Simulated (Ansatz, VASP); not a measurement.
# SbAs2: VASP beside Ansatz

```
CELL_PARAMETERS angstrom
0.00000 4.06729 4.06729
4.06729 0.00000 4.06729
4.06729 4.06729 0.00000
ATOMIC_POSITIONS crystal
Sb 0.50000 0.50000 0.50000
Sb 0.75000 0.75000 0.75000
As 0.12500 0.12500 0.12500
As 0.62500 0.12500 0.12500
As 0.12500 0.62500 0.12500
As 0.12500 0.12500 0.62500
```

Change from the starting cell: species swapped into the SmRu2 type (Fd-3m, No. 227).

Alike in both runs: functional PBE; k mesh 4 × 4 × 4; occupations gaussian, width 0.1 eV; no spin polarisation.

Ansatz relaxed the structure, and its values are those at the end. VASP's run is a single point on that final structure, the one shown.

|  | VASP | Ansatz |
| --- | --- | --- |
| version | VASP 6.6.1 | Ansatz 0.2.0 |
| potentials or method | VASP PAW PBE potentials, release 64 (Sb, As) | scalar-relativistic, plane waves, PAW |
| plane-wave cutoff (eV) | 520 | 420 |
| valence electrons in the cell | 30 | 90 |

|  | VASP | Ansatz | Ansatz less VASP |
| --- | --- | --- | --- |
| gap on the k mesh at the Fermi level (eV) | none | none | - |
| pressure (GPa) | -0.4 | -0.4 | +0.04 |

A gap of «none» marks a metal or a gap that the smearing closes. The two sets of potentials don't hold the same shells in valence.

Spin-orbit coupling is left out, which matters for the levels of Sb.
